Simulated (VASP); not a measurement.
Consider the following.

```xyz
3
Lattice="1.5709 0.9069 6.2394 -1.5709 0.9069 6.2394 0.0000 -1.8139 6.2394" Properties=species:S:1:pos:R:3 pbc="T T T"
Mo     0.0000     0.0000    18.7139
S      0.0000     0.0000     7.7935
S      0.0000     0.0000     4.6773
```

All values below come from PBEsol GGA, VASP's PBE PAW potentials (set 64) (plane waves; VASP). Settings: 400 eV cut-off, Gaussian smearing of 0.050 eV, potentials Mo_sv S.

Without a dispersion term in the relaxation, distances and binding between the weakly bound layers, chains or molecules are unreliable, and so is what depends on them.

Task: What does the run give for the band gap (along the path) with the smallest direct gap where there is one?

Result: 
- band gap (along the path): 0.97 eV
- smallest direct gap (along the path): 1.81 eV

The structure comes from a computed database's MoS2 entry (R3m); how it stands against other phases isn't given here. It was relaxed first, which changed the volume by -6 %.
